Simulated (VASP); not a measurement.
Level of theory: PBEsol GGA, VASP's PBE PAW potentials (set 64) (plane waves; VASP 6.6.1).

VASP ran on this input.

### POSCAR
```
TiO2
6.499590
 -0.4528617797   0.4999999691   0.4999236034
  0.4528617797  -0.4999999691   0.4999236034
  0.4528617797   0.4999999691  -0.4999236034
Ti O
4 8
Cartesian
  0.4528617797   0.2499999845   0.2517319683
  0.0000000000   0.2499999845   0.2481916351
  0.2264308898   0.2499999845  -0.2499618017
  0.2264308898  -0.2499999845   0.2499618017
  0.2268013920   0.2499999845   0.0544081399
  0.2260603877   0.2499999845   0.4455154635
  0.6789221674   0.2499999845   0.0544081399
 -0.2260603877   0.2499999845   0.4455154635
  0.4528617797   0.4455314187  -0.2502620771
  0.0000000000   0.0544685504   0.7501856805
  0.0000000000   0.5544685195   0.2496615263
  0.4528617797  -0.0544685504   0.2502620771
```

**INCAR**
```
# general
SYSTEM  = TiO2
PREC    = Accurate
ENCUT   = 520   # plane-wave cut-off (eV)
LREAL   = .False.   # projection in real space or not
LASPH   = .True.   # aspherical one-centre terms
ICHARG  = 11

# electronic loop
EDIFF   = 1E-7   # SCF stop (eV)
NELM    = 100   # most electronic steps
ALGO    = Normal   # blocked Davidson
LMAXMIX = 4

# smearing
ISMEAR  = 0   # Gaussian
SIGMA   = 0.05   # width (eV)

# functional
GGA     = PS   # PBEsol

# output
LWAVE   = .False.
LCHARG  = .False.
LORBIT  = 11   # lm-projected
```

**KPOINTS**
```
k-points along high-symmetry lines
8
Line-mode
Reciprocal
  0.000000   0.000000   0.000000 ! GAMMA
  0.500000   0.500000  -0.500000 ! X

  0.500000   0.500000  -0.500000 ! X
  0.454490   0.545510  -0.454490 ! F_2

 -0.454490   0.454490   0.454490 ! SIGMA_0
  0.000000   0.000000   0.000000 ! GAMMA

  0.000000   0.000000   0.000000 ! GAMMA
  0.499995  -0.499995   0.499995 ! Y_0

  0.500005   0.499995  -0.499995 ! U_0
  0.500000   0.500000  -0.500000 ! X

  0.000000   0.000000   0.000000 ! GAMMA
  0.000000   0.500000   0.000000 ! R

  0.000000   0.500000   0.000000 ! R
  0.250000   0.250000   0.250000 ! W

  0.250000   0.250000   0.250000 ! W
  0.500000   0.000000   0.000000 ! S

  0.500000   0.000000   0.000000 ! S
  0.000000   0.000000   0.000000 ! GAMMA

  0.000000   0.000000   0.000000 ! GAMMA
  0.000000   0.000000   0.500000 ! T

  0.000000   0.000000   0.500000 ! T
  0.250000   0.250000   0.250000 ! W
```

POTCAR, in this order: Ti_sv O (PBE.64 set). Program: vasp_std. Read from the step before: CHGCAR.

**Question.** What will the output report for the number of irreducible k-points (NKPTS), number of bands (NBANDS), largest plane-wave count, number of space-group operations, FFT grid (NGX, NGY, NGZ)?

**Answer.** 
The number of irreducible k-points (NKPTS) is 88, the number of bands (NBANDS) comes out as 57 and the largest plane-wave count is 3367. The number of space-group operations is 8. The FFT grid (NGX, NGY, NGZ) is 42 × 42 × 42.

The structure comes from a computed database's TiO2 entry (Imma); how it stands against other phases isn't given here. It was relaxed first.
